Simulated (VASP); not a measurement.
A run of VASP 6.6.1:

The input INCAR:

```
PREC = Accurate
ENCUT = 520
EDIFF = 1E-7
ISMEAR = 0
SIGMA = 0.01
LREAL = F
LASPH = T
NELM = 100
ALGO = Normal
ISIF = 2
LWAVE = F
LCHARG = F
GGA = PE
IBRION = 2
NSW = 60
EDIFFG = -0.01
```

The input KPOINTS:

```
regular mesh
0
Gamma
  1 1 1
```

The input POSCAR:

```
SnH2O2
1.0
   13.0000000000      0.0000000000      0.0000000000
    0.0000000000     11.0000000000      0.0000000000
    0.0000000000      0.0000000000     11.0000000000
O Sn H
2 1 2
Direct
    0.4383920000      0.5281950000      0.4497650000
    0.6344740000      0.5138180000      0.5634930000
    0.5029910000      0.4277920000      0.5766220000
    0.3691050000      0.5119010000      0.4283570000
    0.6323700000      0.5731070000      0.5032300000
```

Potentials or basis: VASP PAW PBE potentials, release 64 (O, Sn_d, H).

The run is started by

```bash
$ cat potpaw_PBE.64/O/POTCAR potpaw_PBE.64/Sn_d/POTCAR potpaw_PBE.64/H/POTCAR > POTCAR
$ mpirun -np 1 vasp_gam > vasp.out
```

Hardware: 1 thread of Intel(R) Xeon(R) Platinum 8488C (Sapphire Rapids), on a shared host.

Q: Estimate the wall time of this run.

A: Wall time 44 min on 1 thread of Intel(R) Xeon(R) Platinum 8488C (Sapphire Rapids) (shared host), peak memory 1.2 GiB. Counts: scf iterations 364, k points 1, ion steps 39.
